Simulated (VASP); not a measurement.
Write the native input for VASP 6.6.1 that does the following.

```
Task                   : relaxation of cell and atoms
Functional             : PBE
Potentials or basis    : VASP PAW PBE potentials, release 64 (Zn, Cl)
Cutoff                 : 600 eV
k mesh                 : 6 × 6 × 6
Occupations            : gaussian, width 0.05 eV
Spin                   : no spin polarisation
Further INCAR settings : ALGO = Normal; EDIFF = 1e-06; IBRION = 2; EDIFFG = -0.02; NSW = 40; ISIF = 3
```

The structure of ZnCl4 lies in POSCAR:

```
ZnCl4
1.0
   -3.2638400000      3.2638400000      3.2638400000
    3.2638400000     -3.2638400000      3.2638400000
    3.2638400000      3.2638400000     -3.2638400000
Zn Cl
1 4
Direct
    0.0000000000      0.0000000000      0.0000000000
    0.4033400000      0.4033400000      0.4033400000
    0.5966600000      0.0000000000      0.0000000000
    0.0000000000      0.0000000000      0.5966600000
    0.0000000000      0.5966600000      0.0000000000
```

The cell was built by a generator and needn't be a form met in nature.

The input as run:

INCAR

```
SYSTEM = ZnCl4
  PREC = Accurate
  ENCUT = 600
  EDIFF = 1E-6
  ISMEAR = 0
  SIGMA = 0.05
  LREAL = .False.
  LASPH = .True.
  NELM = 60
  ALGO = Normal
  ISIF = 3
  LWAVE = .False.
  LCHARG = .False.
  GGA = PE
  IBRION = 2
  NSW = 40
  EDIFFG = -0.02
```

KPOINTS

```
regular mesh
0
Gamma
  6 6 6
  0 0 0
```

Potentials or basis: VASP PAW PBE potentials, release 64 (Zn, Cl).

The run is started by

```bash
$ cat potpaw_PBE.64/Zn/POTCAR potpaw_PBE.64/Cl/POTCAR > POTCAR
$ mpirun -np 1 vasp_std > vasp.out
```

Results of the run:

The pressure after relaxing is 0.0 GPa, the largest force after relaxing is 0.011 eV/Å and the band gap on the k mesh is none (metal or under the smearing width).

Caveat: the relaxation stopped at its first step, so nothing moved.

Run time: 80 s on 1 thread of Intel(R) Xeon(R) Platinum 8488C (Sapphire Rapids), with other jobs on the host, peak memory 0.34 GiB.
